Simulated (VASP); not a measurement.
Input:

```
CELL_PARAMETERS angstrom
     -1.57802     1.57802     1.57802
      1.57802    -1.57802     1.57802
      1.57802     1.57802    -1.57802
ATOMIC_POSITIONS crystal
  Li 0.00000 0.00000 0.00000
```

Computed with PBE GGA, VASP's PBE PAW potentials (set 64) (plane waves; VASP). Settings: 620 eV cut-off, 16×16×16 Γ-centred mesh, first-order Methfessel-Paxton smearing of 0.10 eV, potentials Li_sv.

Task: Estimate the energy per atom (σ→0), pressure, band gap (on the k-mesh) with the smallest direct gap where there is one.

Result: 
The band gap (on the k-mesh) comes out as none (metal, semimetal or under 0.01 eV). The energy per atom (σ→0) is -1.839 eV/atom. The pressure comes out as 5.19 GPa.

Only differences to runs with the same potentials and settings are physical.

The compound is Li in the bcc structure. It was relaxed first under an external pressure of 5 GPa.
